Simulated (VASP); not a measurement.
An input for Quantum ESPRESSO's pw.x (written as the equivalent of a VASP run, and not itself run):

```
&CONTROL
  calculation = 'scf'
  pseudo_dir = './pseudo'
  outdir = './out'
  tprnfor = .true.
  tstress = .true.
/
&SYSTEM
  ibrav = 0
  nat = 1
  ntyp = 1
  ecutwfc = 68
  occupations = 'smearing'
  smearing = 'methfessel-paxton'
  degauss = 0.00735
  input_dft = 'pbe'
/
&ELECTRONS
  conv_thr = 7.3e-08
  electron_maxstep = 100
/
ATOMIC_SPECIES
  Ir 192.217 Ir.upf
CELL_PARAMETERS angstrom
     0.0000000    1.9200000    1.9200000
     1.9200000    0.0000000    1.9200000
     1.9200000    1.9200000    0.0000000
ATOMIC_POSITIONS crystal
  Ir   0.0000000  0.0000000  0.0000000
K_POINTS automatic
  15 15 15 0 0 0
```

Q: Write the VASP files for the same calculation (PBE).

A: One answer among several that fit: 
File KPOINTS:
```
Automatic
0
Gamma
  15 15 15
```

**INCAR**
```
! general
SYSTEM =Ir
PREC   =Accurate
ENCUT  =400
LREAL  =.FALSE.   ! projection in real space or not
LASPH  =.TRUE.   ! aspherical one-centre terms

! electronic loop
EDIFF  =1E-6   ! SCF stop (eV)
NELM   =100   ! most electronic steps
ALGO   =Normal   ! blocked Davidson
IMIX   =1
AMIX   =1.0
BMIX   =3.0
LMAXMIX=6

! smearing
ISMEAR =1
SIGMA  =0.1   ! width (eV)

! functional
GGA    =PE

! ions
ISIF   =2   ! forces and stress, cell fixed

! output
LWAVE  =.FALSE.
LCHARG =.FALSE.
```

POSCAR:
```
Ir
1
    0.0000000000     1.9200000000     1.9200000000
    1.9200000000     0.0000000000     1.9200000000
    1.9200000000     1.9200000000     0.0000000000
Ir
1
Direct
  0.0000000000   0.0000000000   0.0000000000
```

POTCAR, in this order: Ir (PBE.64 set). Program: vasp_std.

What does not carry over: the potentials are each code's own (VASP's PAW set, PseudoDojo norm-conserving files in pw.x), so ENCUT and ecutwfc are chosen apart and not converted; conv_thr bounds pw.x's estimated SCF error, while EDIFF bounds the energy change between steps.

The compound is Ir in the fcc structure. The cell was not relaxed at this level. The run is one of a series of settings (AMIX = 1.0, BMIX = 3.0, IMIX = 1 against the base run), some of them coarse on purpose.
